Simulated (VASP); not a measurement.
Write the native input for VASP 6.6.1 that does the following.

* Task: single point
* Functional: LDA
* Potentials or basis: VASP PAW LDA potentials, release 64 (Si)
* Cutoff: 520 eV
* k mesh: 21 × 21 × 20
* Occupations: gaussian, width 0.15 eV
* Spin: no spin polarisation
* Dipole correction: no
* Further INCAR settings: ALGO = Normal; EDIFF = 1e-07; NBANDS = 8

The structure of Si lies in POSCAR:

```
Si
1.0
    2.6205428149      0.0000000000      0.0000000000
   -1.3102714075      2.2694566494      0.0000000000
    0.0000000000      0.0000000000      2.4663543900
Si
1
Direct
    0.0000000000      0.0000000000      0.0000000000
```

This isn't the form of Si at room conditions, which is diamond.

One way to write it, as run:

INCAR

```
SYSTEM = Si
PREC     = Accurate       ! precision mode
ENCUT    = 520            ! plane-wave cutoff, eV
EDIFF    = 1E-7           ! SCF threshold, eV
ISMEAR   = 0              ! smearing method
SIGMA    = 0.15           ! smearing width, eV
LREAL    = .FALSE.        ! projectors in reciprocal space
LASPH    = .TRUE.         ! aspherical terms in the spheres
NELM     = 80             ! most SCF steps
ALGO     = Normal         ! electronic algorithm
ISIF     = 2              ! what is computed and relaxed
LWAVE    = .FALSE.        ! write WAVECAR
LCHARG   = .FALSE.        ! write CHGCAR
GGA      = CA             ! functional
NBANDS   = 8              ! bands
```

KPOINTS

```
regular mesh
0
G
  21 21 20
  0 0 0
```

Potentials or basis: VASP PAW LDA potentials, release 64 (Si).

Command:

```console
$ cat potpaw_LDA.64/Si/POTCAR > POTCAR
$ mpirun -np 1 vasp_std > vasp.out
```

It gave:

```
Pressure               : -0.8 GPa
Band gap on the k mesh : none (metal or under the smearing width)
```

Wall time 21 s on 1 thread of Intel(R) Xeon(R) Platinum 8488C (Sapphire Rapids) (shared host), peak memory 0.15 GiB.
